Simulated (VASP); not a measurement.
Calculation: TPSS meta-GGA, VASP's PBE PAW potentials (set 64) (plane waves; VASP 6.6.1).

The input files of a VASP run:

File POSCAR:
```
Rb
1
   -2.8905137188     2.8905137188     2.8905137188
    2.8905137188    -2.8905137188     2.8905137188
    2.8905137188     2.8905137188    -2.8905137188
Rb
1
Direct
  0.0000000000   0.0000000000   0.0000000000
```

File KPOINTS:
```
Automatic mesh
0
Gamma
8 8 8
0 0 0
```

**INCAR**
```
SYSTEM = Rb
PREC = Accurate
ENCUT = 520
EDIFF = 1E-6
NELM = 100
ALGO = Normal
LREAL = .FALSE.
LASPH = .TRUE.
ISMEAR = 1
SIGMA = 0.1
METAGGA = TPSS
LMIXTAU = .TRUE.
LMAXMIX = 4
LWAVE = .FALSE.
LCHARG = .FALSE.
IBRION = 2
ISIF = 3
NSW = 60
EDIFFG = -0.01
```

POTCAR, in this order: Rb_sv (PBE.64 set). Program: vasp_std.

What VASP printed:

### OUTCAR
```
 ion  position               nearest neighbor table
   1  0.000  0.000  0.000-
  LATTYP: Found a body centered cubic cell.
 ALAT       =     5.7810274376
 Subroutine PRICEL returns:
 Original cell was already a primitive cell.
 Subroutine GETGRP returns: Found 48 space group operations
The static configuration has the point symmetry O_h .
The dynamic configuration has the point symmetry O_h .
 Subroutine INISYM returns: Found 48 space group operations
 Subroutine IBZKPT returns following result:
 Found     29 irreducible k-points:

 Following reciprocal coordinates:
            Coordinates               Weight
  0.000000  0.000000  0.000000      1.000000
  0.125000  0.000000  0.000000     12.000000
  0.250000  0.000000  0.000000     12.000000
  0.375000  0.000000  0.000000     12.000000
  0.500000  0.000000  0.000000      6.000000
  0.125000  0.125000  0.000000     24.000000
  0.250000  0.125000  0.000000     48.000000
  0.375000  0.125000 -0.000000     48.000000
  0.250000  0.250000  0.000000     24.000000
  0.375000  0.250000  0.000000     24.000000
  0.125000  0.125000  0.125000      8.000000
  0.250000  0.125000  0.125000     24.000000
  0.375000  0.125000  0.125000     12.000000
 -0.125000  0.125000  0.125000      6.000000
  0.250000  0.250000  0.125000     24.000000
 -0.250000  0.250000  0.125000     24.000000
 -0.375000  0.375000  0.125000     24.000000
 -0.250000  0.375000  0.125000     24.000000
  0.500000  0.500000  0.125000     12.000000
 -0.375000  0.500000  0.125000     48.000000
 -0.375000 -0.375000  0.125000      8.000000
  0.250000  0.250000  0.250000      2.000000
 -0.250000  0.250000  0.250000      6.000000
 -0.375000  0.375000  0.250000     24.000000
  0.500000  0.500000  0.250000     12.000000
 -0.375000  0.500000  0.250000     24.000000
 -0.375000  0.375000  0.375000      6.000000
  0.500000  0.500000  0.375000     12.000000
  0.500000  0.500000  0.500000      1.000000
   k-points           NKPTS =     29   k-points in BZ     NKDIM =     29   number of bands    NBANDS=      8
   number of dos      NEDOS =    301   number of ions     NIONS =      1
   total plane-waves  NPLWV =  64000
   dimension x,y,z NGX =    40 NGY =   40 NGZ =   40
   dimension x,y,z NGXF=    80 NGYF=   80 NGZF=   80
   ions per type =               1
   PREC   = accura    normal or accurate (medium, high low for compatibility)
   ISTART =      0    job   : 0-new  1-cont  2-samecut
   ICHARG =      2    charge: 1-file 2-atom 10-const
   ISPIN  =      1    spin polarized calculation?
   LNONCOLLINEAR =      F non collinear calculations
   LSORBIT =      F    spin-orbit coupling
   INIWAV =      1    electr: 0-lowe 1-rand  2-diag
   ENCUT  =  520.0 eV  38.22 Ry    6.18 a.u.   9.31  9.31  9.31*2*pi/ulx,y,z
   NELM   =    100;   NELMIN=  2; NELMDL= -5     # of ELM steps
   EDIFF  = 0.1E-05   stopping-criterion for ELM
   LREAL  =      F    real-space projection
   NLSPLINE    = F    spline interpolate recip. space projectors
   LMAXMIX     =    4 max onsite mixed and CHGCAR
   VOSKOWN=      0    Vosko Wilk Nusair interpolation
   EDIFFG = -.1E-01   stopping-criterion for IOM
   NSW    =     60    number of steps for IOM
   NBLOCK =      1;   KBLOCK =     60    inner block; outer block
   IBRION =      2    ionic relax: 0-MD 1-quasi-New 2-CG
   NFREE  =      1    steps in history (QN), initial steepest desc. (CG)
   ISIF   =      3    stress and relaxation
   ISYM   =      2    0-nonsym 1-usesym 2-fastsym
   TEIN   =    0.0    initial temperature
   TEBEG  =    0.0;   TEEND  =   0.0 temperature during run
   SMASS  =  -3.00    Nose mass-parameter (am)
   PSTRESS=    0.0 pullay stress
...
```

**OSZICAR**
```
       N       E                     dE             d eps       ncg     rms          rms(c)
DAV:   1    -0.315739185839E+05   -0.31574E+05   -0.30110E+05   808   0.160E+03
DAV:   2    -0.463352475895E+05   -0.14761E+05   -0.14678E+05   464   0.262E+04
DAV:   3    -0.473584970478E+05   -0.10232E+04   -0.99311E+03   928   0.336E+03
DAV:   4    -0.473905962558E+05   -0.32099E+02   -0.31001E+02   904   0.738E+02
DAV:   5    -0.473928369110E+05   -0.22407E+01   -0.19403E+01   896   0.118E+02    0.530E+01
DAV:   6     0.101609229687E+04    0.48409E+05   -0.25790E+04   696   0.124E+03    0.352E+01
DAV:   7     0.977262520401E+02   -0.91837E+03   -0.96625E+03   928   0.643E+02    0.106E+02
DAV:   8    -0.833066150094E+02   -0.18103E+03   -0.19806E+03   512   0.391E+02    0.264E+01
DAV:   9    -0.567215003983E+02    0.26585E+02   -0.13144E+02   824   0.938E+01    0.237E+01
DAV:  10    -0.510150236290E+02    0.57065E+01   -0.66245E+00   576   0.210E+01    0.220E+01
DAV:  11    -0.172906359021E+02    0.33724E+02   -0.31464E+01   608   0.385E+01    0.111E+01
DAV:  12    -0.112473815578E+02    0.60433E+01   -0.17588E+01   904   0.177E+01    0.885E+00
DAV:  13    -0.109355450125E+02    0.31184E+00   -0.12576E+00   656   0.436E+00    0.854E+00
DAV:  14    -0.107448146098E+02    0.19073E+00   -0.45964E-02   808   0.160E+00    0.714E+00
DAV:  15    -0.100183431777E+02    0.72647E+00   -0.39353E-01   728   0.548E+00    0.384E+00
DAV:  16    -0.999620366918E+01    0.22140E-01   -0.79559E-03   688   0.980E-01    0.375E+00
DAV:  17    -0.935513527239E+01    0.64107E+00   -0.95904E-01   528   0.650E+00    0.200E+00
DAV:  18    -0.936136309058E+01   -0.62278E-02   -0.57430E-02   720   0.131E+00    0.197E+00
DAV:  19    -0.936081198432E+01    0.55111E-03   -0.10260E-03   696   0.262E-01    0.201E+00
DAV:  20    -0.939749436118E+01   -0.36682E-01   -0.64065E-02   672   0.190E+00    0.156E+00
DAV:  21    -0.947784996138E+01   -0.80356E-01   -0.96227E-02   656   0.237E+00    0.140E+00
DAV:  22    -0.949989324561E+01   -0.22043E-01   -0.26699E-02   736   0.159E+00    0.163E+00
DAV:  23    -0.953026017935E+01   -0.30367E-01   -0.49182E-02   656   0.179E+00    0.215E+00
DAV:  24    -0.953558113035E+01   -0.53210E-02   -0.16954E-02   496   0.167E+00    0.150E+00
DAV:  25    -0.954792291003E+01   -0.12342E-01   -0.15945E-02   656   0.128E+00    0.116E+00
DAV:  26    -0.958787824173E+01   -0.39955E-01   -0.39253E-02   608   0.249E+00    0.559E-01
DAV:  27    -0.964973789692E+01   -0.61860E-01   -0.32735E-02   472   0.175E+00    0.418E-01
DAV:  28    -0.964948372586E+01    0.25417E-03   -0.27822E-03   480   0.580E-01    0.423E-01
DAV:  29    -0.960925695726E+01    0.40227E-01   -0.82411E-03   464   0.945E-01    0.298E-01
DAV:  30    -0.959951108555E+01    0.97459E-02   -0.48782E-03   464   0.997E-01    0.152E-01
DAV:  31    -0.960146101676E+01   -0.19499E-02   -0.18743E-02   464   0.150E+00    0.684E-02
DAV:  32    -0.961087087408E+01   -0.94099E-02   -0.72939E-03   464   0.110E+00    0.688E-02
DAV:  33    -0.960946852983E+01    0.14023E-02   -0.31106E-03   464   0.906E-01    0.557E-02
DAV:  34    -0.960710220580E+01    0.23663E-02   -0.40188E-03   464   0.875E-01    0.472E-02
DAV:  35    -0.959836827980E+01    0.87339E-02   -0.78551E-03   464   0.113E+00    0.252E-02
DAV:  36    -0.960021737192E+01   -0.18491E-02   -0.74253E-03   464   0.120E+00    0.225E-02
DAV:  37    -0.960049073960E+01   -0.27337E-03   -0.16153E-03   464   0.569E-01    0.230E-02
DAV:  38    -0.959578826405E+01    0.47025E-02   -0.20478E-03   464   0.654E-01    0.240E-02
DAV:  39    -0.959506741599E+01    0.72085E-03   -0.12877E-03   464   0.540E-01    0.159E-02
DAV:  40    -0.959388149620E+01    0.11859E-02   -0.67957E-04   464   0.374E-01    0.113E-02
DAV:  41    -0.959604143889E+01   -0.21599E-02   -0.11567E-02   464   0.144E+00    0.785E-03
DAV:  42    -0.959263020584E+01    0.34112E-02   -0.12181E-02   464   0.161E+00    0.904E-03
DAV:  43    -0.958824839185E+01    0.43818E-02   -0.38891E-03   464   0.967E-01    0.116E-02
DAV:  44    -0.958632332106E+01    0.19251E-02   -0.27163E-03   464   0.830E-01    0.132E-02
DAV:  45    -0.959187228710E+01   -0.55490E-02   -0.23404E-03   464   0.650E-01    0.919E-03
DAV:  46    -0.957824497033E+01    0.13627E-01   -0.93413E-02   464   0.593E+00    0.186E-02
DAV:  47    -0.958494726154E+01   -0.67023E-02   -0.48956E-02   464   0.331E+00    0.132E-02
DAV:  48    -0.958378206081E+01    0.11652E-02   -0.12310E-02   464   0.173E+00    0.136E-02
DAV:  49    -0.957829129470E+01    0.54908E-02   -0.23296E+02   464   0.102E+04    0.224E-02
DAV:  50    -0.959026767766E+01   -0.11976E-01   -0.11385E-01   464   0.461E+00    0.110E-02
DAV:  51    -0.958939855966E+01    0.86912E-03   -0.28965E-03   464   0.654E-01    0.350E-03
DAV:  52    -0.958942682540E+01   -0.28266E-04   -0.51644E-05   744   0.281E-02    0.532E-03
DAV:  53    -0.958944721421E+01   -0.20389E-04   -0.13251E-05   480   0.393E-02    0.282E-03
DAV:  54    -0.958940928552E+01    0.37929E-04   -0.42568E-05   464   0.513E-02    0.257E-03
DAV:  55    -0.958937162948E+01    0.37656E-04   -0.74061E-06   464   0.344E-02    0.205E-03
DAV:  56    -0.958941681420E+01   -0.45185E-04   -0.70747E-05   464   0.791E-02    0.197E-03
DAV:  57    -0.958942893041E+01   -0.12116E-04   -0.12832E-05   464   0.412E-02    0.248E-03
DAV:  58    -0.958946040356E+01   -0.31473E-04   -0.58630E-06   464   0.302E-02    0.258E-03
DAV:  59    -0.958946223682E+01   -0.18333E-05   -0.13581E-06   480   0.118E-02    0.243E-03
DAV:  60    -0.958946200843E+01    0.22839E-06   -0.27902E-07   512   0.666E-03
   1 F= -.95894620E+01 E0= -.95889950E+01  d E =-.958946E+01
       N       E                     dE             d eps       ncg     rms          rms(c)
DAV:   1    -0.958968216465E+01   -0.21993E-03   -0.53966E-03   472   0.552E-01    0.687E-02
DAV:   2    -0.958951877826E+01    0.16339E-03   -0.46856E-04   480   0.191E-01    0.350E-02
DAV:   3    -0.958946529774E+01    0.53481E-04   -0.30121E-04   696   0.122E-01    0.721E-03
DAV:   4    -0.958947165245E+01   -0.63547E-05   -0.15306E-05   464   0.524E-02    0.444E-03
DAV:   5    -0.958946659232E+01    0.50601E-05   -0.17091E-05   464   0.374E-02    0.307E-03
DAV:   6    -0.958948094613E+01   -0.14354E-04   -0.91797E-06   464   0.311E-02    0.182E-03
DAV:   7    -0.958948108489E+01   -0.13876E-06   -0.10355E-06   480   0.906E-03
   2 F= -.95894811E+01 E0= -.95890135E+01  d E =-.190765E-04
```

OUTCAR:
```
------------------------ aborting loop because EDIFF is reached ----------------------------------------
  FORCE on cell =-STRESS in cart. coord.  units (eV):
  Direction    XX          YY          ZZ          XY          YZ          ZX
  --------------------------------------------------------------------------------------
  Total       -0.0058329     -0.0058329     -0.0058329     -0.0000000     -0.0000000     -0.0000000
  in kB       -0.0969381     -0.0969381     -0.0969381     -0.0000000     -0.0000000     -0.0000000
  external PRESSURE =      -0.0969381 kB  Pullay stress =       0.0000000 kB
  volume of cell :       96.41
      direct lattice vectors                 reciprocal lattice vectors
    -2.888557172  2.888557172  2.888557172     0.000000000  0.173096799  0.173096799
     2.888557172 -2.888557172  2.888557172     0.173096799  0.000000000  0.173096799
     2.888557172  2.888557172 -2.888557172     0.173096799  0.173096799  0.000000000
 POSITION                                       TOTAL-FORCE (eV/Angst)
 -----------------------------------------------------------------------------------
      2.88856      2.88856      2.88856        -0.000000      0.000000      0.000000
 -----------------------------------------------------------------------------------
    total drift:                               -0.000000     -0.000000      0.000000
  FREE ENERGIE OF THE ION-ELECTRON SYSTEM (eV)
  ---------------------------------------------------
  free  energy   TOTEN  =        -9.5894810849 eV

  energy  without entropy=       -9.5880783735  energy(sigma->0) =       -9.58901351

 reached required accuracy - stopping structural energy minimisation
```
(Selected blocks of OUTCAR.)

CONTCAR:
```
Rb
   1.00000000000000
    -2.8885571717425060    2.8885571717425060    2.8885571717425060
     2.8885571717425060   -2.8885571717425060    2.8885571717425060
     2.8885571717425060    2.8885571717425060   -2.8885571717425060
  Rb
     1
Direct
     1.0000000000000000    1.0000000000000000    1.0000000000000000
```

The compound is Rb in the bcc structure. This run relaxes it. Symmetry was kept, so distortions that lower it aren't found. The start is the result of an earlier pass.
